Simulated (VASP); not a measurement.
The cell holds one Ca (fcc) (211) slab, with vacuum along c, ions free to move until forces fall under 0.03 eV/Å, no reconstruction beyond this cell, dipole correction on.

Here is the system:

```
Ca
1.0
    9.45061     0.00000     0.00000
    0.00000     3.85820     0.00000
    0.00000     0.00000    23.57763
Ca
8
Direct
  0.82706   0.25000   0.33965
  0.15992   0.75000   0.38310
  0.49995   0.25000   0.42993
  0.83276   0.75000   0.47642
  0.16724   0.25000   0.52358
  0.50005   0.75000   0.57007
  0.84008   0.25000   0.61690
  0.17294   0.75000   0.66035
```

Calculation: PBEsol GGA, VASP's PBE PAW potentials (set 64) (plane waves; VASP). Numerical set-up: 400 eV cut-off, 3×7×1 Γ-centred mesh, first-order Methfessel-Paxton smearing of 0.10 eV, potentials Ca_sv.

Slab and bulk use different k-meshes, so the surface energy is good to a few per cent at best.

Q: Predict its surface energy, work function, band gap (on the k-mesh).

A: 
```yaml
surface_energy: 0.58 J/m²
work_function: 2.80 eV
band gap (on the k-mesh): none (metal, semimetal or under 0.01 eV)
```

The cell is a thin slab with vacuum, built from Ca (fcc): (211) face.
